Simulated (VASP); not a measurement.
Output of a VASP run:

### OSZICAR
```
       N       E                     dE             d eps       ncg     rms          rms(c)
DAV:   1     0.283792462932E+03    0.28379E+03   -0.20386E+04   800   0.186E+03
DAV:   2    -0.171947141279E+02   -0.30099E+03   -0.28629E+03  1000   0.437E+02
DAV:   3    -0.285172980431E+02   -0.11323E+02   -0.11285E+02   960   0.875E+01
DAV:   4    -0.289188413025E+02   -0.40154E+00   -0.40100E+00  1372   0.142E+01
DAV:   5    -0.289214017913E+02   -0.25605E-02   -0.25604E-02   936   0.109E+00    0.946E+00
DAV:   6    -0.267293752997E+02    0.21920E+01   -0.86619E+00   944   0.268E+01    0.519E+00
DAV:   7    -0.266888134582E+02    0.40562E-01   -0.43570E-01  1032   0.455E+00    0.352E+00
DAV:   8    -0.266580443052E+02    0.30769E-01   -0.99699E-02   988   0.320E+00    0.543E-01
DAV:   9    -0.266541202284E+02    0.39241E-02   -0.33260E-02   952   0.143E+00    0.128E-01
DAV:  10    -0.266541010319E+02    0.19196E-04   -0.22046E-03  1072   0.359E-01    0.273E-02
DAV:  11    -0.266540967725E+02    0.42595E-05   -0.42143E-05   988   0.602E-02    0.108E-02
DAV:  12    -0.266540965564E+02    0.21606E-06   -0.22477E-06   796   0.130E-02
   1 F= -.20346278E+02 E0= -.20346278E+02  d E =-.203463E+02
```

### OUTCAR
```
------------------------ aborting loop because EDIFF is reached ----------------------------------------
  FORCE on cell =-STRESS in cart. coord.  units (eV):
  Direction    XX          YY          ZZ          XY          YZ          ZX
  --------------------------------------------------------------------------------------
  Total        6.3118286      6.3118286      6.3118286     -0.0000000     -0.0000000     -0.0000000
  in kB      200.1271505    200.1271505    200.1271505     -0.0000000     -0.0000000     -0.0000000
  external PRESSURE =       0.1271505 kB  Pullay stress =     200.0000000 kB
  volume of cell :       50.53
      direct lattice vectors                 reciprocal lattice vectors
     3.697032399  0.000000000  0.000000000     0.270487216  0.000000000  0.000000000
     0.000000000  3.697032399  0.000000000     0.000000000  0.270487216  0.000000000
     0.000000000  0.000000000  3.697032399     0.000000000  0.000000000  0.270487216
 POSITION                                       TOTAL-FORCE (eV/Angst)
 -----------------------------------------------------------------------------------
      0.00000      0.00000      0.00000         0.000000      0.000000      0.000000
      1.84852      1.84852      1.84852         0.000000      0.000000      0.000000
      1.84852      0.00000      1.84852         0.000000      0.000000      0.000000
      0.00000      1.84852      1.84852         0.000000      0.000000      0.000000
      1.84852      1.84852      0.00000         0.000000      0.000000      0.000000
 -----------------------------------------------------------------------------------
    total drift:                                0.000000      0.000000     -0.000000
  FREE ENERGIE OF THE ION-ELECTRON SYSTEM (eV)
  ---------------------------------------------------
  free  energy   TOTEN  =       -26.6540965564 eV

  energy  without entropy=      -26.6540965564  energy(sigma->0) =      -26.65409656
  enthalpy is  TOTEN    =       -20.3462781390 eV   P V=        6.3078184174

 reached required accuracy - stopping structural energy minimisation
```
(Selected blocks of OUTCAR.)

**POSCAR**
```
KMgF3
1
    3.6970323989     0.0000000000     0.0000000000
    0.0000000000     3.6970323989     0.0000000000
   -0.0000000000     0.0000000000     3.6970323989
K Mg F
1 1 3
Direct
  0.0000000000   0.0000000000   0.0000000000
  0.5000000000   0.5000000000   0.5000000000
  0.5000000000   0.0000000000   0.5000000000
  0.0000000000   0.5000000000   0.5000000000
  0.5000000000   0.5000000000   0.0000000000
```

Q: Reconstruct the remaining input files.

A: This is not unique; one that fits is the input of the run itself, LDA (Ceperley-Alder, Perdew-Zunger), plane waves, VASP's LDA PAW potentials (set 64).

INCAR:
```
# general
SYSTEM   =  KMgF3
PREC     =  Accurate
ENCUT    =  620
LREAL    =  .FALSE.
LASPH    =  .TRUE.

# electronic loop
EDIFF    =  1E-6
NELM     =  100
ALGO     =  Normal

# smearing
ISMEAR   =  0
SIGMA    =  0.05

# ions
IBRION   =  2
NSW      =  40
ISIF     =  3
EDIFFG   =  -0.02
PSTRESS  =  200

# output
LWAVE    =  .FALSE.
LCHARG   =  .FALSE.
```

### KPOINTS
```
Automatic mesh
0
Gamma
6 6 6
0 0 0
```

POTCAR, in this order: K_sv Mg F (LDA.64 set). Program: vasp_std.

The compound is KMgF3 in the cubic perovskite structure. It was relaxed first under an external pressure of 20 GPa.
